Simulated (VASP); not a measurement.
**K2CdSe2O6: structure and properties in VASP**

Aim: relax K2CdSe2O6, then compute properties on the relaxed cell. The steps: relaxing cell and atoms (vdW-DF2), second relaxation, density, ELF and potential (vdW-DF2) and bands along the symmetry lines (vdW-DF2). The start is a cell from a database of measured crystal structures.

Calculated with VASP 6.6.1; vdW-DF2; plane waves and PAW (Cd, Se, K_sv, O).

### Step 1. Set-up

Before any relaxation, the start is as follows. The structure is trigonal, space group R-3m (No. 166). Conventional cell: a = 5.698 Å, b = 5.698 Å, c = 18.949 Å, α = 90.00°, β = 90.00°, γ = 120.00°. Cd has 6 O at 2.32 Å nearest. Se has 3 O at 1.69 Å nearest. Nearest to K lie 9 O at 2.82 to 3.05 Å. O has 1 Se at 1.69 Å and 1 Cd at 2.32 Å and 3 K at 2.82 to 3.05 Å nearest. Farther neighbours and most contacts between anions are not listed.

### Step 2. Relaxing cell and atoms (vdW-DF2)

The start need not lie at this functional's minimum. ISIF = 3 frees volume, shape and positions, and EDIFFG sets the threshold on forces and stress at which the search stops. vdW-DF2 was tuned for molecules and tends to expand solids. LUSE_VDW switches on a nonlocal correlation term for dispersion.

The input, INCAR:

```
SYSTEM = K2CdSe2O6
PREC = Accurate
ENCUT = 520
EDIFF = 1E-06
NELM = 100
ISMEAR = 0
SIGMA = 0.05
LREAL = .FALSE.
ALGO = Normal
GGA = ML
AGGAC = 0
LUSE_VDW = .TRUE.
ZAB_VDW = -1.8867
LASPH = .TRUE.
NBANDS = 50
LORBIT = 11
LWAVE = .FALSE.
LCHARG = .FALSE.
KPAR = 4
IBRION = 2
NSW = 60
ISIF = 3
EDIFFG = -0.01
```

The input, POSCAR:

```
K2CdSe2O6
1.0
    2.8487500000      1.6447265794      6.3162000000
   -2.8487500000      1.6447265794      6.3162000000
    0.0000000000     -3.2894531587      6.3162000000
Cd Se K O
1 2 2 6
Direct
    0.0000000000      0.0000000000      0.0000000000
    0.3760333333      0.3760333333      0.3760333333
    0.6239666667      0.6239666667      0.6239666667
    0.1960733333      0.1960733333      0.1960733333
    0.8039266667      0.8039266667      0.8039266667
    0.2580400000      0.2580400000      0.7237400000
    0.7237400000      0.2580400000      0.2580400000
    0.2580400000      0.7237400000      0.2580400000
    0.2762600000      0.7419600000      0.7419600000
    0.7419600000      0.7419600000      0.2762600000
    0.7419600000      0.2762600000      0.7419600000
```

The input, KPOINTS:

```
Automatic mesh
0
Gamma
6 6 6
0 0 0
```

PAW data sets: Cd, Se, K_sv and O (PBE family, release 64).

Started as:

```sh
> mpirun -np 4 vasp_std
```

Output:

```text
[banner, memory and clock lines left out]
running    4 mpi-ranks, on    1 nodes
 distrk:  each k-point on    1 cores,    4 groups
 distr:  one band on    1 cores,    1 groups

 POSCAR found type information on POSCAR CdSeK O
 POSCAR found :  4 types and      11 ions
|                                                                             |
|               ----> ADVICE to this user running VASP <----                  |
|                                                                             |
|     You have switched on vdW-DFT.                                           |
|     This routine was written and supplied by Jiri Klimes. We recommend      |
|     that you carefully read and cite the following publications:            |
|       J. Klimes, D.R. Bowler, A. Michelides                                 |
|          J. Phys.: Cond Matt. 22 022201 (2010)                              |
|       J. Klimes, D.R. Bowler, A. Michelides                                 |
|          Phys. Rev. B. 83, 195131 (2011)                                    |
|     and references therein.                                                 |
|                                                                             |

|                                                                             |
|               ----> ADVICE to this user running VASP <----                  |
|                                                                             |
|     You enforced a specific xc type in the INCAR file but a different       |
|     [... a line on the potential file left out ...]
|     I HOPE YOU KNOW WHAT YOU ARE DOING!                                     |
|                                                                             |

 LDA part: xc-table for (Slater+PW92), standard interpolation
 POSCAR, INCAR and KPOINTS ok, starting setup
 FFT: planning ... GRIDC
 FFT: planning ... GRID_SOFT
 FFT: planning ... GRID
 WAVECAR not read
 entering main loop
       N       E                     dE             d eps       ncg     rms          rms(c)
DAV:   1     0.659213450543E+03    0.65921E+03   -0.40369E+04  3208   0.148E+03
DAV:   2     0.741231359051E+01   -0.65180E+03   -0.62882E+03  3858   0.391E+02
DAV:   3    -0.452054686588E+02   -0.52618E+02   -0.52162E+02  4192   0.110E+02
DAV:   4    -0.470181223228E+02   -0.18127E+01   -0.18058E+01  4632   0.169E+01
DAV:   5    -0.470769776717E+02   -0.58855E-01   -0.58825E-01  4688   0.263E+00    0.301E+01
DAV:   6    -0.320114777419E+02    0.15065E+02   -0.65917E+01  3994   0.528E+01    0.140E+01
DAV:   7    -0.321895283405E+02   -0.17805E+00   -0.68696E+00  3800   0.127E+01    0.786E+00
DAV:   8    -0.320564096704E+02    0.13312E+00   -0.12005E+00  3822   0.533E+00    0.259E+00
DAV:   9    -0.320063707460E+02    0.50039E-01   -0.16994E-01  4016   0.223E+00    0.739E-01
DAV:  10    -0.320084424848E+02   -0.20717E-02   -0.34080E-02  3758   0.102E+00    0.151E-01
DAV:  11    -0.320087636344E+02   -0.32115E-03   -0.21446E-03  5016   0.253E-01    0.972E-02
DAV:  12    -0.320088200617E+02   -0.56427E-04   -0.45751E-04  3760   0.121E-01    0.242E-02
DAV:  13    -0.320088226560E+02   -0.25943E-05   -0.56405E-05  4064   0.388E-02    0.123E-02
DAV:  14    -0.320088227188E+02   -0.62728E-07   -0.71559E-06  4088   0.143E-02
   1 F= -.32008823E+02 E0= -.32008823E+02  d E =-.320088E+02
 curvature:   0.00 expect dE= 0.000E+00 dE for cont linesearch  0.000E+00
 trial: gam= 0.00000 g(F)=  0.177E+01 g(S)=  0.166E+01 ort = 0.000E+00 (trialstep = 0.100E+01)
 search vector abs. value=  0.343E+01
 bond charge predicted
       N       E                     dE             d eps       ncg     rms          rms(c)
DAV:   1    -0.377250010713E+02   -0.57162E+01   -0.56853E+02  3200   0.138E+02    0.323E+01
DAV:   2    -0.320889223765E+02    0.56361E+01   -0.32298E+01  4074   0.344E+01    0.110E+01
DAV:   3    -0.310447702872E+02    0.10442E+01   -0.21727E+00  4236   0.835E+00    0.966E+00
DAV:   4    -0.307791178570E+02    0.26565E+00   -0.64998E-01  4352   0.351E+00    0.574E+00
DAV:   5    -0.307340955088E+02    0.45022E-01   -0.15028E-01  5364   0.198E+00    0.167E+00
DAV:   6    -0.307352232307E+02   -0.11277E-02   -0.32372E-02  4496   0.837E-01    0.332E-01
DAV:   7    -0.307348406704E+02    0.38256E-03   -0.31442E-03  4140   0.305E-01    0.109E-01
DAV:   8    -0.307349080289E+02   -0.67358E-04   -0.45604E-04  4664   0.110E-01    0.291E-02
DAV:   9    -0.307349050948E+02    0.29341E-05   -0.54049E-05  4110   0.445E-02    0.181E-02
DAV:  10    -0.307349054030E+02   -0.30826E-06   -0.46923E-06  4120   0.105E-02
   2 F= -.30734905E+02 E0= -.30734905E+02  d E =0.127392E+01
[... from here on, the cycles between the ionic steps are left out ...]
   3 F= -.32497724E+02 E0= -.32497724E+02  d E =-.488901E+00
   4 F= -.32499523E+02 E0= -.32499523E+02  d E =-.490700E+00
   5 F= -.32499620E+02 E0= -.32499620E+02  d E =-.490797E+00
   6 F= -.32577595E+02 E0= -.32577595E+02  d E =-.779758E-01
   7 F= -.32586239E+02 E0= -.32586239E+02  d E =-.866193E-01
   8 F= -.32588924E+02 E0= -.32588924E+02  d E =-.268525E-02
   9 F= -.32589616E+02 E0= -.32589616E+02  d E =-.337667E-02
  10 F= -.32591073E+02 E0= -.32591073E+02  d E =-.145729E-02
  11 F= -.32591737E+02 E0= -.32591737E+02  d E =-.212161E-02
  12 F= -.32592883E+02 E0= -.32592883E+02  d E =-.114531E-02
  13 F= -.32594648E+02 E0= -.32594648E+02  d E =-.291095E-02
  14 F= -.32594695E+02 E0= -.32594695E+02  d E =-.295802E-02
  15 F= -.32595193E+02 E0= -.32595193E+02  d E =-.498018E-03
  16 F= -.32595197E+02 E0= -.32595197E+02  d E =-.501868E-03
  17 F= -.32595418E+02 E0= -.32595418E+02  d E =-.220380E-03
  18 F= -.32595431E+02 E0= -.32595431E+02  d E =-.233685E-03
  19 F= -.32595433E+02 E0= -.32595433E+02  d E =-.235369E-03
  20 F= -.32595433E+02 E0= -.32595433E+02  d E =-.235363E-03
  21 F= -.32595462E+02 E0= -.32595462E+02  d E =-.298872E-04
  22 F= -.32595517E+02 E0= -.32595517E+02  d E =-.847936E-04
  23 F= -.32595523E+02 E0= -.32595523E+02  d E =-.904174E-04
  24 F= -.32595544E+02 E0= -.32595544E+02  d E =-.206846E-04
 trial-energy change:   -0.000021  1 .order   -0.000020   -0.000024   -0.000016
 step:   0.7407(harm=  0.7407)  dis= 0.00157  next Energy=   -32.595559 (dE=-0.356E-04)
 bond charge predicted
       N       E                     dE             d eps       ncg     rms          rms(c)
DAV:   1    -0.325955896041E+02   -0.46177E-04   -0.78363E-03  3204   0.398E-01    0.544E-02
DAV:   2    -0.325955638554E+02    0.25749E-04   -0.31616E-04  3832   0.991E-02    0.203E-02
DAV:   3    -0.325955585929E+02    0.52624E-05   -0.18469E-05  3994   0.245E-02    0.133E-02
DAV:   4    -0.325955582326E+02    0.36029E-06   -0.34051E-06  3604   0.907E-03
  25 F= -.32595558E+02 E0= -.32595558E+02  d E =-.352892E-04
 curvature:  -1.03 expect dE=-0.689E-04 dE for cont linesearch -0.118E-07
 trial: gam= 0.82346 g(F)=  0.218E-04 g(S)=  0.453E-04 ort =-0.175E-05 (trialstep = 0.351E+00)
 search vector abs. value=  0.245E-03
 reached required accuracy - stopping structural energy minimisation
```

Wall time 63 min (4 MPI ranks of Intel Xeon 6975P-C (Granite Rapids), shared host); peak memory 5.3 GiB; 4.2 h of CPU time.

The logs omit lines about the potential files and the build; timing stands in the text.

From OUTCAR (step 2):

```text
ion  position               nearest neighbor table
   1  0.000  0.000  0.000-   7 2.32   8 2.32   9 2.32  11 2.32  10 2.32   6 2.32   4 3.72   5 3.72

  LATTYP: Found a trigonal (rhomboedric) cell.
 ALAT       =     7.1214383746
 COS(alpha) =     0.6799607595

 Subroutine GETGRP returns: Found 12 space group operations
 (whereof 12 operations were pure point group operations)

The static configuration has the point symmetry D_3d.

 Found     32 irreducible k-points:

   k-points           NKPTS =     32   k-points in BZ     NKDIM =     32   number of bands    NBANDS=     50

   dimension x,y,z NGX =    54 NGY =   54 NGZ =   54
   dimension x,y,z NGXF=   108 NGYF=  108 NGZF=  108

   ENCUT  =  520.0 eV  38.22 Ry    6.18 a.u.  13.24 13.24 13.24*2*pi/ulx,y,z

   NELECT =      78.0000    total number of electrons

 k-points in reciprocal lattice and weights: Automatic mesh
   0.00000000  0.00000000  0.00000000       0.005
   0.16666667 -0.00000000  0.00000000       0.028
   0.33333333 -0.00000000  0.00000000       0.028
   0.50000000 -0.00000000  0.00000000       0.014
   0.16666667  0.16666667  0.00000000       0.028
   0.33333333  0.16666667  0.00000000       0.056
   0.50000000  0.16666667  0.00000000       0.056
  -0.33333333  0.16666667  0.00000000       0.056
  -0.16666667  0.16666667  0.00000000       0.028
[...]
-0.33333333  0.50000000  0.33333333       0.028
   0.50000000  0.50000000  0.50000000       0.005

 average (electrostatic) potential at core
       1 -39.8634       2 -59.9276       3 -59.9276       4 -35.4705       5 -35.4705
       6 -74.1276       7 -74.1276       8 -74.1276       9 -74.1276      10 -74.1276
      11 -74.1276

 E-fermi :   0.1156

 k-point     1 :       0.0000    0.0000    0.0000
  band No.  band energies     occupation
    ...
     35      -0.4300      2.00000
     36      -0.4101      2.00000
     37      -0.3924      2.00000
     38      -0.3924      2.00000
     39      -0.2618      2.00000
     40       3.1413      0.00000
     41       4.2798      0.00000
     42       4.2798      0.00000
     43       4.4624      0.00000
     44       5.3924      0.00000
    ...

 k-point     2 :       0.1667   -0.0000    0.0000
  band No.  band energies     occupation
    ...
     35      -0.6686      2.00000
     36      -0.4829      2.00000
     37      -0.4309      2.00000
     38      -0.3371      2.00000
     39      -0.3029      2.00000
     40       3.4406      0.00000
     41       4.2744      0.00000
     42       4.2809      0.00000
     43       4.7621      0.00000
     44       5.3454      0.00000
    ...

 k-point     3 :       0.3333   -0.0000    0.0000
  band No.  band energies     occupation
    ...
     35      -0.6897      2.00000
     36      -0.6383      2.00000
     37      -0.5445      2.00000
     38      -0.3816      2.00000
     39      -0.1959      2.00000
     40       3.8418      0.00000
     41       4.3168      0.00000
     42       4.6684      0.00000
     43       5.2182      0.00000
     44       5.4348      0.00000
    ...

Total vdW correction in eV:     15.0033646

  Total        0.0701554      0.0701554      0.0219922      0.0000000      0.0000000      0.0000000
  in kB        0.5863368      0.5863368      0.1838038      0.0000000      0.0000000      0.0000000
  external PRESSURE =       0.4521591 kB  Pullay stress =       0.0000000 kB

  energy-cutoff  :      520.00
  volume of cell :      191.70
      direct lattice vectors                 reciprocal lattice vectors
     2.934618503  1.694302783  6.425851376     0.170379898  0.098368880  0.051873801
    -2.934618503  1.694302783  6.425851376    -0.170379898  0.098368880  0.051873801
     0.000000000 -3.388605565  6.425851376     0.000000000 -0.196737759  0.051873801

 POSITION                                       TOTAL-FORCE (eV/Angst)
 -----------------------------------------------------------------------------------
      0.00000     -0.00000      0.00000        -0.000000     -0.000000     -0.000000
      0.00000      0.00000      7.27899         0.000000      0.000000      0.001779
      0.00000      0.00000     11.99856         0.000000     -0.000000     -0.001779
      0.00000      0.00000      3.76187         0.000000      0.000000      0.006202
      0.00000      0.00000     15.51569         0.000000     -0.000000     -0.006202
      0.00000     -1.59721      8.01129         0.000000     -0.006424      0.004507
      1.38322      0.79860      8.01129         0.005563      0.003212      0.004507
     -1.38322      0.79860      8.01129        -0.005563      0.003212      0.004507
     -1.38322     -0.79860     11.26627        -0.005563     -0.003212     -0.004507
      0.00000      1.59721     11.26627         0.000000      0.006424     -0.004507
      1.38322     -0.79860     11.26627         0.005563     -0.003212     -0.004507
 -----------------------------------------------------------------------------------
    total drift:                                0.000000     -0.000000      0.000000

  FREE ENERGIE OF THE ION-ELECTRON SYSTEM (eV)
  ---------------------------------------------------
  free  energy   TOTEN  =       -32.5955582326 eV

  energy  without entropy=      -32.5955582326  energy(sigma->0) =      -32.59555823

Total vdW correction in eV:     15.0034097

 reached required accuracy - stopping structural energy minimisation

 total charge
# of ion       s       p       d       tot
------------------------------------------
    1        0.297   0.208   9.643  10.147
    2        1.475   1.983   0.324   3.782
    3        1.475   1.983   0.324   3.782
    4        1.950   5.520   0.022   7.493
    5        1.950   5.520   0.022   7.493
    6        1.581   3.403   0.000   4.984
    7        1.581   3.403   0.000   4.984
    8        1.581   3.403   0.000   4.984
    9        1.581   3.403   0.000   4.984
   10        1.581   3.403   0.000   4.984
   11        1.581   3.403   0.000   4.984
--------------------------------------------------
tot         16.635  35.631  10.334  62.601

[... 3 further parts left out ...]
```

CONTCAR:

```
K2CdSe2O6
   1.00000000000000
     2.9346185029103893    1.6943027826729762    6.4258513764382963
    -2.9346185029103893    1.6943027826729762    6.4258513764382963
     0.0000000000000000   -3.3886055652411757    6.4258513764378371
  Cd              Se              K               O
     1     2     2     6
Direct
     0.0000000000000000    0.0000000000000000    0.0000000000000000
     0.3775890830546969    0.3775890830546969    0.3775890830547039
     0.6224109169453031    0.6224109169453031    0.6224109169452959
     0.1951422513976910    0.1951422513976910    0.1951422513976911
     0.8048577486023090    0.8048577486023090    0.8048577486023090
     0.2584601400522487    0.2584601400522487    0.7298072470280434
     0.7298072470280407    0.2584601400522558    0.2584601400522461
     0.2584601400522558    0.7298072470280407    0.2584601400522461
     0.2701927529719594    0.7415398599477442    0.7415398599477536
     0.7415398599477513    0.7415398599477513    0.2701927529719568
     0.7415398599477442    0.2701927529719594    0.7415398599477536
```

The gap is read on the k-mesh alone, so it is an upper bound where the band edges lie off the mesh. The PAW data sets were made with PBE, which is usual practice but a small mismatch for other functionals. The run keeps the 12 symmetry operations of its start, so it cannot find a distortion of lower symmetry.

The steps of the relaxation (22 of 25):

| step | energy less that of the first step (eV) | largest force (eV/Å) | pressure (GPa) | volume (Å³) |
| --- | --- | --- | --- | --- |
| 1 | 0.0000 | 2.5117 | 9.86 | 177.56 |
| 2 | 1.2739 | 5.0279 | -8.77 | 204.29 |
| 3 | -0.4889 | 0.9852 | 1.38 | 185.62 |
| 4 | -0.4907 | 0.8479 | 1.72 | 185.21 |
| 6 | -0.5688 | 0.2837 | 0.47 | 190.39 |
| 7 | -0.5774 | 0.0962 | -0.10 | 192.90 |
| 8 | -0.5801 | 0.0880 | 0.05 | 192.71 |
| 9 | -0.5808 | 0.1212 | 0.17 | 192.57 |
| 10 | -0.5823 | 0.0755 | 0.02 | 192.66 |
| 11 | -0.5829 | 0.1731 | -0.21 | 192.80 |
| 12 | -0.5841 | 0.1541 | -0.19 | 192.66 |
| 14 | -0.5859 | 0.0848 | -0.13 | 192.17 |
| 15 | -0.5864 | 0.0377 | 0.05 | 191.96 |
| 16 | -0.5864 | 0.0350 | 0.04 | 191.98 |
| 17 | -0.5866 | 0.0179 | 0.00 | 191.98 |
| 18 | -0.5866 | 0.0173 | -0.02 | 191.99 |
| 19 | -0.5866 | 0.0175 | -0.02 | 191.98 |
| 20 | -0.5866 | 0.0179 | -0.02 | 191.98 |
| 22 | -0.5867 | 0.0178 | -0.01 | 191.84 |
| 23 | -0.5867 | 0.0253 | -0.01 | 191.79 |
| 24 | -0.5867 | 0.0175 | 0.01 | 191.76 |
| 25 | -0.5867 | 0.0078 | 0.05 | 191.70 |

| conventional cell, symmetrised | before | after | change |
| --- | --- | --- | --- |
| a (Å) | 5.698 | 5.869 | +3.0 % |
| b (Å) | 5.698 | 5.869 | +3.0 % |
| c (Å) | 18.949 | 19.278 | +1.7 % |
| volume (Å³/atom) | 16.14 | 17.43 | +8.0 % |

The atoms that moved most (Å, as changes of fractional coordinates times the final cell):

| atom | dx | dy | dz | length |
| --- | --- | --- | --- | --- |
| O6 | 0.000 | -0.019 | 0.044 | 0.048 |
| O10 | 0.000 | 0.019 | -0.044 | 0.048 |
| O8 | -0.017 | 0.010 | 0.044 | 0.048 |
| O7 | 0.017 | 0.010 | 0.044 | 0.048 |
| O9 | -0.017 | -0.010 | -0.044 | 0.048 |
| O11 | 0.017 | -0.010 | -0.044 | 0.048 |
| Se3 | 0.000 | 0.000 | -0.030 | 0.030 |
| Se2 | 0.000 | 0.000 | 0.030 | 0.030 |

The relaxed structure:

```
Cd Se K O
1.0
     2.93462    1.69430    6.42585
    -2.93462    1.69430    6.42585
     0.00000   -3.38861    6.42585
Cd Se K O
1 2 2 6
Cartesian
  0.0000 0.0000 0.0000
  0.0000 0.0000 7.2790
  0.0000 0.0000 11.9986
  0.0000 0.0000 3.7619
  0.0000 0.0000 15.5157
  0.0000 -1.5972 8.0113
  1.3832 0.7986 8.0113
  -1.3832 0.7986 8.0113
  -1.3832 -0.7986 11.2663
  0.0000 1.5972 11.2663
  1.3832 -0.7986 11.2663
```

Numbers from this step:

```
electrons                       : 78
bands                           : 50
irreducible k-points            : 32
symmetry operations             : 12
free energy (TOTEN)             : -32.60 eV
Fermi energy                    : 0.1156 eV
pressure                        : 0.04522 GPa
metallic                        : no
valence top at k                : -0.3333, 0.3333, 0
conduction bottom at k          : 0, 0, 0
least direct gap at k           : 0, 0, 0
SCF cycles over all ionic steps : 155
gap on the k-mesh               : 3.270 eV
least direct gap on the k-mesh  : 3.403 eV
```

It ends with a largest force of 0.008 eV/Å and a pressure of 0.05 GPa. The volume lies +8.0 % from that of the database's start.

[end of part 1 of 3]

[Lines on the potential files, build, host, timing and source positions are cut from VASP's logs without a mark.]

[Logs are printed without paths, hosts, clocks, repeated set-up lines and the standing remarks that a program may print on its own settings, such as how far it seeks lower states.]

[Hosts, paths, dates, database ids (printed as entryN), source tags and the programs' standing remarks are cut or masked in the printed files.]

[A measured line is paired with the nearest computed mode of its activity, which favours agreement.]
